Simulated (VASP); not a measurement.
Input:

```yaml
crystal:
  lattice:
    - [4.07677, 0.00000, 0.00000]
    - [0.00000, 4.07677, 0.00000]
    - [0.00000, 0.00000, 4.07677]
  atoms:
    - { symbol: K, position: [0.50000, 0.50000, 0.50000] }
    - { symbol: Ta, position: [0.00000, 0.00000, 0.00000] }
    - { symbol: O, position: [0.00000, 0.50000, 0.00000] }
    - { symbol: O, position: [0.50000, 0.00000, 0.00000] }
    - { symbol: O, position: [0.00000, 0.00000, 0.50000] }
```

Computed with PBE GGA, VASP's PBE PAW potentials (set 64) (plane waves; VASP). Run with 400 eV cut-off, 6×6×6 Γ-centred mesh, Gaussian smearing of 0.010 eV, potentials K_sv Ta_pv O.

At this cut-off the stress carries a Pulay error, which pulls relaxed volumes low. Unless said otherwise, spin-orbit coupling is left out, though it shifts the bands of the heavy elements here.

### Question
Estimate the energy per atom (σ→0), pressure, band gap (on the k-mesh) with the smallest direct gap where there is one.

### Answer

| Property | Value |
|---|---|
| band gap (on the k-mesh) | 2.03 eV |
| smallest direct gap (on the k-mesh) | 2.68 eV |
| energy per atom (σ→0) | -8.216 eV/atom |
| pressure | -10.59 GPa |

The absolute energy has meaning only against runs of the same code, potentials and settings.

The structure comes from a computed database's KTaO3 entry; how it stands against other phases isn't given here. The cell was not relaxed at this level.
